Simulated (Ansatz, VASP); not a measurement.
# Hf (Hafnium): VASP beside Ansatz

Aim: how closely do two programs agree when they are given the same cell, functional and k mesh? The cell is taken from a series of runs on this material, whose earlier steps may have relaxed, scaled, displaced or heated it; both programs get it as it stands.

Method: plane waves, with VASP 6.6.1 beside it; zone-centre phonons at PBEsol, in Ansatz 0.2.0.

### Step 1. Starting point

Symmetry: P6_3/mmc, No. 194, hexagonal system. Conventional cell: a = 3.066 Å, b = 3.066 Å, c = 5.111 Å, α = 90.00°, β = 90.00°, γ = 120.00°. Nearest to Hf lie 12 Hf at 3.07 to 3.11 Å.

Structure file:

```cif
data_structure
_symmetry_space_group_name_H-M 'P 1'
_symmetry_Int_Tables_number 1
_cell_length_a 3.0656
_cell_length_b 3.0656
_cell_length_c 5.1106
_cell_angle_alpha 90.000
_cell_angle_beta 90.000
_cell_angle_gamma 120.000
_cell_volume 41.59
loop_
_atom_site_label
_atom_site_type_symbol
_atom_site_fract_x
_atom_site_fract_y
_atom_site_fract_z
_atom_site_occupancy
Hf1 Hf 0.33333 0.66667 0.25000 1
Hf2 Hf 0.66667 0.33333 0.75000 1
```

### Step 2. VASP: zone-centre phonons, PBEsol

Second derivatives magnify differences that forces hide, and they need a tight electronic threshold.

Lines of VASP's logs that name or quote its potential files are left out, and so is its time.

Input file INCAR:

```
SYSTEM = Hf
PREC = Accurate
ENCUT = 500
EDIFF = 1E-08
NELM = 120
ISMEAR = 1
SIGMA = 0.2
LREAL = .FALSE.
ALGO = Normal
GGA = PS
NBANDS = 16
LASPH = .TRUE.
LORBIT = 11
LWAVE = .FALSE.
LCHARG = .FALSE.
ISIF = 2
IBRION = 8
GGA_COMPAT = .FALSE.
KPAR = 2
```

Input file POSCAR:

```
Hf
1.0
    3.0656094208      0.0000000000      0.0000000000
   -1.5328047104      2.6548956365      0.0000000000
    0.0000000000      0.0000000000      5.1106343528
Hf
2
Direct
    0.3333333334      0.6666666668      0.2500000000
    0.6666666668      0.3333333334      0.7500000000
```

Input file KPOINTS:

```
Automatic mesh
0
Gamma
15 15 8
0 0 0
```

Potentials, in the order of the species: Hf_pv (PBE family, release 64).

Command:

```sh
> mpirun -np 2 vasp_std
```

Numbers of over 12 decimals in the logs are rounded to 6 here.

What it wrote:

```text
[banner, memory and clock lines left out]
running    2 mpi-ranks, on    1 nodes
 distrk:  each k-point on    1 cores,    2 groups
 distr:  one band on    1 cores,    1 groups

 POSCAR found type information on POSCAR Hf
 POSCAR found :  1 types and       2 ions
|                                                                             |
|               ----> ADVICE to this user running VASP <----                  |
|                                                                             |
|     You enforced a specific xc type in the INCAR file but a different       |
|     [... a line on the potential file left out ...]
|     I HOPE YOU KNOW WHAT YOU ARE DOING!                                     |
|                                                                             |

 LDA part: xc-table for (Slater+PW92), standard interpolation
 POSCAR, INCAR and KPOINTS ok, starting setup
 FFT: planning ... GRIDC
 FFT: planning ... GRID_SOFT
 FFT: planning ... GRID
 WAVECAR not read
 entering main loop
       N       E                     dE             d eps       ncg     rms          rms(c)
DAV:   1     0.467596076286E+02    0.46760E+02   -0.11449E+04  4336   0.117E+03
DAV:   2    -0.200975023198E+02   -0.66857E+02   -0.65424E+02  5808   0.251E+02
DAV:   3    -0.216430463889E+02   -0.15455E+01   -0.15379E+01  5744   0.264E+01
DAV:   4    -0.216539182256E+02   -0.10872E-01   -0.10870E-01  5416   0.272E+00
DAV:   5    -0.216540437735E+02   -0.12555E-03   -0.12554E-03  5680   0.242E-01    0.686E+01
DAV:   6    -0.211451304975E+02    0.50891E+00   -0.44237E-01  5104   0.451E+00    0.406E+01
DAV:   7    -0.209631007687E+02    0.18203E+00   -0.73598E-01  5208   0.560E+00    0.182E+00
DAV:   8    -0.209541801851E+02    0.89206E-02   -0.45433E-02  5072   0.149E+00    0.427E-01
DAV:   9    -0.209542790314E+02   -0.98846E-04   -0.10080E-03  5880   0.232E-01    0.191E-01
DAV:  10    -0.209542720680E+02    0.69634E-05   -0.42876E-05  5080   0.485E-02    0.217E-01
DAV:  11    -0.209542730709E+02   -0.10029E-05   -0.50385E-06  5584   0.163E-02    0.102E-02
DAV:  12    -0.209542731196E+02   -0.48679E-07   -0.40104E-07  5288   0.449E-03    0.600E-03
DAV:  13    -0.209542730236E+02    0.95983E-07   -0.15381E-08  3672   0.974E-04    0.368E-04
DAV:  14    -0.209542730064E+02    0.17214E-07   -0.16302E-09  3064   0.355E-04    0.259E-04
DAV:  15    -0.209542730112E+02   -0.47755E-08   -0.18918E-10  2680   0.114E-04
   1 F= -.20954273E+02 E0= -.20954677E+02  d E =0.121195E-02
 Linear response reoptimize wavefunctions to high precision
DAV:   1    -0.209542730108E+02    0.37426E-09   -0.33300E-11  3008   0.493E-05
DAV:   2    -0.209542730108E+02   -0.15916E-10   -0.68580E-12  2592   0.200E-05
 Linear response DOF=           2
 Linear response progress:
  Degree of freedom:   1/  2
       N       E                     dE             d eps       ncg     rms          rms(c)
RMM:   1    -0.197567685521E+00   -0.19757E+00    0.46621E+00 18656   0.119E+01
RMM:   2    -0.202399330911E+00   -0.48316E-02   -0.37613E-02 27672   0.121E+00    0.557E-01
RMM:   3    -0.201529799226E+00    0.86953E-03   -0.42558E-03 35154   0.264E-01    0.124E-01
RMM:   4    -0.201141365005E+00    0.38843E-03   -0.46615E-04 41017   0.906E-02    0.181E-01
RMM:   5    -0.200668762143E+00    0.47260E-03   -0.44067E-05 37259   0.434E-02    0.239E-02
RMM:   6    -0.200604954504E+00    0.63808E-04   -0.15128E-05 42612   0.137E-02    0.281E-02
RMM:   7    -0.200608043717E+00   -0.30892E-05   -0.17353E-05 37817   0.605E-03    0.301E-02
RMM:   8    -0.200599110781E+00    0.89329E-05    0.38606E-06 38321   0.214E-03    0.153E-02
RMM:   9    -0.200596404367E+00    0.27064E-05   -0.34749E-06 40370   0.127E-03    0.233E-03
RMM:  10    -0.200596708446E+00   -0.30408E-06   -0.27333E-06 42202   0.349E-04    0.611E-04
RMM:  11    -0.200597022246E+00   -0.31380E-06   -0.16273E-06 41515   0.125E-04    0.602E-04
RMM:  12    -0.200597052543E+00   -0.30297E-07   -0.67415E-07 40645   0.554E-05    0.915E-05
RMM:  13    -0.200597092946E+00   -0.40403E-07   -0.32494E-07 40238   0.308E-05    0.514E-05
RMM:  14    -0.200597111183E+00   -0.18238E-07   -0.16364E-07 37880   0.188E-05    0.360E-06
RMM:  15    -0.200597117743E+00   -0.65600E-08   -0.89285E-08 31716   0.131E-05    0.131E-05
 first order change of Fermi-energy  -0.59886E-05
 force on displaced ion       1 direction 1 :  -1.522  -0.000   0.000
 Linear response progress:
  Degree of freedom:   2/  2
       N       E                     dE             d eps       ncg     rms          rms(c)
RMM:   1    -0.247300218060E+00   -0.24730E+00    0.48614E+00  6473   0.123E+01
RMM:   2    -0.257176460251E+00   -0.98762E-02   -0.44416E-02  9523   0.126E+00    0.746E-01
RMM:   3    -0.256305261732E+00    0.87120E-03   -0.31515E-03 10982   0.286E-01    0.191E-01
RMM:   4    -0.256152634238E+00    0.15263E-03   -0.53407E-04 13130   0.965E-02    0.200E-01
RMM:   5    -0.255883800514E+00    0.26883E-03   -0.15839E-05 12936   0.391E-02    0.598E-02
RMM:   6    -0.255755996736E+00    0.12780E-03    0.22885E-05 11828   0.192E-02    0.406E-02
RMM:   7    -0.255771123954E+00   -0.15127E-04   -0.17545E-05 12245   0.556E-03    0.196E-02
RMM:   8    -0.255773448295E+00   -0.23243E-05    0.13658E-05 12822   0.309E-03    0.316E-03
RMM:   9    -0.255765664462E+00    0.77838E-05    0.95338E-06 13567   0.159E-03    0.234E-03
RMM:  10    -0.255765655997E+00    0.84647E-08    0.26479E-06 13400   0.424E-04    0.369E-04
RMM:  11    -0.255765804416E+00   -0.14842E-06    0.58968E-07 13856   0.157E-04    0.292E-04
RMM:  12    -0.255765810698E+00   -0.62813E-08   -0.13542E-06 13500   0.684E-05    0.501E-05
RMM:  13    -0.255765806521E+00    0.41761E-08   -0.14532E-06 13939   0.310E-05    0.165E-05
RMM:  14    -0.255765677306E+00    0.12922E-06   -0.26757E-07 13108   0.166E-05    0.618E-06
RMM:  15    -0.255765656538E+00    0.20767E-07   -0.99188E-08 12641   0.114E-05    0.738E-07
RMM:  16    -0.255765627321E+00    0.29217E-07    0.20587E-07  8925   0.850E-06    0.124E-06
RMM:  17    -0.255765637685E+00   -0.10364E-07    0.11371E-07  7666   0.739E-06    0.207E-07
RMM:  18    -0.255765633672E+00    0.40132E-08    0.15404E-07  7192   0.685E-06    0.482E-07
RMM:  19    -0.255765633736E+00   -0.64591E-10    0.15859E-07  6647   0.657E-06    0.369E-07
RMM:  20    -0.255765633973E+00   -0.23655E-09    0.15808E-07  6248   0.639E-06    0.512E-08
 first order change of Fermi-energy  -0.15776E-03
 force on displaced ion       1 direction 3 :   0.000  -0.000  -4.200
 Linear response finished
```

Parts of OUTCAR (step 2):

```text
ion  position               nearest neighbor table
   1  0.333  0.667  0.250-   2 3.11   2 3.11   2 3.11   2 3.11   2 3.11   2 3.11
   2  0.667  0.333  0.750-   1 3.11   1 3.11   1 3.11   1 3.11   1 3.11   1 3.11

  LATTYP: Found a hexagonal cell.
 ALAT       =     3.0656094208
 C/A-ratio  =     1.6670859367

 Subroutine GETGRP returns: Found 24 space group operations
 (whereof 12 operations were pure point group operations)

The static configuration has the point symmetry D_3d.
 The point group associated with its full space group is D_6h.

 Found    135 irreducible k-points:

   k-points           NKPTS =    135   k-points in BZ     NKDIM =    135   number of bands    NBANDS=     16

   dimension x,y,z NGX =    24 NGY =   24 NGZ =   40
   dimension x,y,z NGXF=    48 NGYF=   48 NGZF=   80

   ENCUT  =  500.0 eV  36.75 Ry    6.06 a.u.   5.59  5.59  9.32*2*pi/ulx,y,z

   NELECT =      20.0000    total number of electrons

 k-points in reciprocal lattice and weights: Automatic mesh
   0.00000000  0.00000000  0.00000000       0.001
   0.06666667 -0.00000000  0.00000000       0.003
   0.13333333 -0.00000000  0.00000000       0.003
   0.20000000 -0.00000000  0.00000000       0.003
   0.26666667 -0.00000000  0.00000000       0.003
   0.33333333 -0.00000000  0.00000000       0.003
   0.40000000  0.00000000  0.00000000       0.003
   0.46666667 -0.00000000  0.00000000       0.003
   0.06666667  0.06666667  0.00000000       0.003
[...]
0.33333333  0.26666667  0.50000000       0.007
   0.33333333  0.33333333  0.50000000       0.001

 average (electrostatic) potential at core
       1 -36.4054       2 -36.4054

  Total        1.6633030      1.6633030     -0.1153199      0.0000000     -0.0000000      0.0000000
  in kB       64.0682501     64.0682501     -4.4419707      0.0000000     -0.0000000      0.0000000
  external PRESSURE =      41.2315099 kB  Pullay stress =       0.0000000 kB

  energy-cutoff  :      500.00
  volume of cell :       41.59
      direct lattice vectors                 reciprocal lattice vectors
     3.065609421  0.000000000  0.000000000     0.326199415  0.188331320  0.000000000
    -1.532804710  2.654895637  0.000000000     0.000000000  0.376662640  0.000000000
     0.000000000  0.000000000  5.110634353     0.000000000  0.000000000  0.195670426

 POSITION                                       TOTAL-FORCE (eV/Angst)
 -----------------------------------------------------------------------------------
      0.00000      1.76993      1.27766         0.000000     -0.000000      0.000000
      1.53280      0.88497      3.83298        -0.000000      0.000000      0.000000
 -----------------------------------------------------------------------------------
    total drift:                               -0.000000     -0.000000      0.000000

 Eigenvectors and eigenvalues of the dynamical matrix
 ----------------------------------------------------

   1 f  =    3.391602 THz    21.310065 2PiTHz  113.131669 cm-1    14.026533 meV
             X         Y         Z           dx          dy          dz
      0.000000  1.769930  1.277659    -0.000000    0.000000    0.707107
      1.532805  0.884965  3.832976     0.000000    0.000000   -0.707107

   2 f  =    2.041459 THz    12.826865 2PiTHz   68.095742 cm-1     8.442792 meV
             X         Y         Z           dx          dy          dz
      0.000000  1.769930  1.277659     0.000000    0.707107   -0.000000
      1.532805  0.884965  3.832976    -0.000000   -0.707107   -0.000000

   3 f  =    2.041459 THz    12.826865 2PiTHz   68.095742 cm-1     8.442792 meV
             X         Y         Z           dx          dy          dz
      0.000000  1.769930  1.277659     0.707107    0.000000    0.000000
      1.532805  0.884965  3.832976    -0.707107    0.000000    0.000000

   4 f  =    0.000000 THz     0.000000 2PiTHz    0.000001 cm-1     0.000000 meV
             X         Y         Z           dx          dy          dz
      0.000000  1.769930  1.277659    -0.000000    0.603004    0.369305
      1.532805  0.884965  3.832976     0.000000    0.603004    0.369305

   5 f  =    0.000000 THz     0.000000 2PiTHz    0.000000 cm-1     0.000000 meV
             X         Y         Z           dx          dy          dz
      0.000000  1.769930  1.277659     0.707107    0.000000    0.000000
      1.532805  0.884965  3.832976     0.707107    0.000000    0.000000

   6 f/i=    0.000000 THz     0.000000 2PiTHz    0.000001 cm-1     0.000000 meV
             X         Y         Z           dx          dy          dz
      0.000000  1.769930  1.277659     0.000000   -0.369305    0.603004
      1.532805  0.884965  3.832976     0.000000   -0.369305    0.603004

 ELASTIC MODULI CONTR FROM IONIC RELAXATION (kBar)
 Direction    XX          YY          ZZ          XY          YZ          ZX
 --------------------------------------------------------------------------------
 XX        -166.1843    166.1843     -0.0000      0.0000      0.0000      0.0000
 YY         166.1843   -166.1843      0.0000     -0.0000     -0.0000      0.0000
 ZZ          -0.0000      0.0000     -0.0000      0.0000     -0.0000      0.0000
 XY           0.0000     -0.0000      0.0000   -166.1843     -0.0000      0.0000
 YZ           0.0000     -0.0000     -0.0000     -0.0000     -0.0000      0.0000
 ZX           0.0000      0.0000      0.0000      0.0000      0.0000      0.0000
 --------------------------------------------------------------------------------
```

Harder data sets than Hf_pv exist (the GW ones), and pressures, volumes and forces can shift noticeably with them.

[end of part 1 of 2]

[Lines on the potential files, build, host, timing and source positions are cut from VASP's logs without a mark.]

[Logs are printed without paths, hosts, clocks, repeated set-up lines and the standing remarks that a program may print on its own settings, such as how far it seeks lower states.]

[Hosts, paths, dates, database ids (printed as entryN), source tags and the programs' standing remarks are cut or masked in the printed files.]
